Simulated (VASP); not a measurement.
The input files of a VASP run:

**INCAR**
```
! general
SYSTEM = KF
PREC   = Accurate
ENCUT  = 520   ! plane-wave cut-off (eV)
LREAL  = .FALSE.   ! projection in real space or not
LASPH  = .TRUE.   ! aspherical one-centre terms

! electronic loop
EDIFF  = 1E-6
NELM   = 100
ALGO   = Normal   ! blocked Davidson

! smearing
ISMEAR = 0   ! Gaussian
SIGMA  = 0.05   ! width (eV)

! functional
GGA    = RP   ! RPBE

! ions
IBRION = 2   ! conjugate gradients
NSW    = 60   ! most ionic steps
ISIF   = 3
EDIFFG = -0.01

! output
LWAVE  = .FALSE.
LCHARG = .FALSE.
```

KPOINTS:
```
Automatic mesh
0
Gamma
7 7 7
0 0 0
```

### POSCAR
```
KF
1
    0.0000000000     2.7801873258     2.7801873258
    2.7801873258     0.0000000000     2.7801873258
    2.7801873258     2.7801873258     0.0000000000
K F
1 1
Direct
  0.0000000000   0.0000000000   0.0000000000
  0.5000000000   0.5000000000   0.5000000000
```

POTCAR, in this order: K_sv F (PBE.64 set). Program: vasp_std.

Q: Write an equivalent input for Quantum ESPRESSO's pw.x.

A: One equivalent input (not run):
```
&CONTROL
  calculation = 'vc-relax'
  pseudo_dir = './pseudo'
  outdir = './out'
  tprnfor = .true.
  tstress = .true.
  nstep = 60
  forc_conv_thr = 0.00039
/
&SYSTEM
  ibrav = 0
  nat = 2
  ntyp = 2
  ecutwfc = 84
  occupations = 'smearing'
  smearing = 'gaussian'
  degauss = 0.003675
  input_dft = 'rpbe'
/
&ELECTRONS
  conv_thr = 7.3e-08
  electron_maxstep = 100
/
&IONS
/
&CELL
/
ATOMIC_SPECIES
  K 39.098 K.upf
  F 18.998 F.upf
CELL_PARAMETERS angstrom
     0.0000000    2.7801873    2.7801873
     2.7801873    0.0000000    2.7801873
     2.7801873    2.7801873    0.0000000
ATOMIC_POSITIONS crystal
  K    0.0000000  0.0000000  0.0000000
  F    0.5000000  0.5000000  0.5000000
K_POINTS automatic
  7 7 7 0 0 0
```
What does not carry over: the potentials are each code's own (VASP's PAW set, PseudoDojo norm-conserving files in pw.x), so ENCUT and ecutwfc are chosen apart and not converted; conv_thr bounds pw.x's estimated SCF error, while EDIFF bounds the energy change between steps; forc_conv_thr acts on force components and is met together with etot_conv_thr.

The compound is KF in the rock salt structure. This run relaxes it. Symmetry was kept, so distortions that lower it aren't found. The start is the result of an earlier pass.
